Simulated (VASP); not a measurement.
Input of a VASP 6.6.1 run:

Contents of INCAR:

```
SYSTEM = H4CSO2
PREC = Accurate
ENCUT = 520
EDIFF = 1E-6
ISMEAR = -1
SIGMA = 0.02
LREAL = Auto
LASPH = .True.
NELM = 80
ALGO = Normal
ISIF = 2
LWAVE = .False.
LCHARG = .False.
GGA = PE
IVDW = 12
NBANDS = 74
```

File KPOINTS:

```
regular mesh
0
Gamma
  1 1 1
  0 0 0
```

Contents of POSCAR:

```
H4CSO2
1.0
    7.5966740000      0.0000000000      0.0000000000
    0.0000000000      7.5966740000      0.0000000000
    0.0000000000      0.0000000000      7.5966740000
S O C H
4 8 4 16
Direct
    0.7350453633      0.9666072284      0.9038034277
   -0.0573408837      0.6365022377      0.3727289074
    1.0800121211      0.1980735253      0.3496135282
    0.2913775160      0.2747518190      0.8114208929
    0.6509427678      0.9353567101      1.0760235335
    0.7951111236      0.8177789385      0.8123686761
    0.1151161679      0.5608112182      0.3834177957
   -0.0601315786      0.8299553199      0.3864191092
    1.1136715884      0.1609256893      0.1642429305
    0.9000386222      0.2217417780      0.4089421239
    0.1180911541      0.3259716028      0.7542116458
    0.3568667025      0.1074680841      0.7373884940
    0.5073536129      0.2672090444      0.3179154456
    0.2620620551      0.7473270539      1.0265940068
    0.4528429152      0.7789329909      0.5147120964
    0.7143652604      0.4340847060      0.9426888662
    0.5988541828      0.2716715236      0.2044184073
    0.4556467738      0.3943173025      0.3340935783
    0.5491613830      0.2063008101      0.4323339398
    0.3949228307      0.1972178877      0.2679857001
    0.2583630678      0.8465020350      0.9216533446
    0.2444490839      0.8050365199      1.1596522373
    0.3791132804      0.6669497730      1.0268836072
    0.1648089677      0.6635667135      0.9628555865
    0.4048745543      0.9079236519      0.4690078842
    0.3668974080      0.7245934208      0.6178098468
    0.5864671829      0.7706135606      0.5590604520
    0.4405480609      0.6731761821      0.4185910834
    0.7538562271      0.4626498386      0.8101571819
    0.7594639444      0.5525312788      1.0140753704
    0.7872129303      0.3205350131      1.0047818295
    0.5725005443      0.4228955988      0.9636322422
```

Potentials or basis: VASP PAW PBE potentials, release 64 (S, O, C, H).

The run is started by

```bash
$ cat potpaw_PBE.64/S/POTCAR potpaw_PBE.64/O/POTCAR potpaw_PBE.64/C/POTCAR potpaw_PBE.64/H/POTCAR > POTCAR
$ mpirun -np 1 vasp_gam > vasp.out
```

Task: Predict the largest force.

Result: 3.747 eV/Å.

Task: Predict the pressure.

Result: 1.0 GPa.

Task: Estimate the band gap on the k mesh.

Result: 2.92 eV, direct.

Task: What does it give for the dispersion energy per atom?

Result: -0.055 eV.

Forces in eV/Å, atoms in the order of the input:
```
S   -1.600  1.960  2.764
S   -0.606  2.126  0.182
S   -0.102 -0.346  0.243
S    0.498 -1.476 -0.550
O    0.602  0.339 -1.197
O    1.125 -2.238 -1.597
O    0.930 -0.758  0.015
O   -0.371 -1.265 -0.137
O   -0.464  0.124 -0.024
O    0.122  0.027 -0.369
O   -0.511  0.444  0.001
O   -0.117  1.122  0.690
C   -0.341 -0.005 -2.752
C   -0.308  0.341 -0.606
C   -1.025 -1.068 -0.007
C    0.880  0.046  1.538
H    0.095 -0.224  0.905
H   -0.269  1.739  0.642
H    1.069 -0.771  1.665
H   -0.346 -0.734 -0.227
H    0.905  0.503  0.340
H   -0.493 -0.427 -0.710
H    0.807  0.122 -0.132
H   -0.972 -0.559  1.008
H    0.377 -0.409  0.087
H    0.028  0.518  0.303
H    0.722  0.556  0.318
H    0.001  0.299 -0.739
H    0.002 -0.385 -0.831
H   -0.203 -0.127  0.128
H   -0.508  0.589 -0.735
H    0.073 -0.064 -0.215
```

PBE gaps usually lie below the measured ones, often by a third to a half.
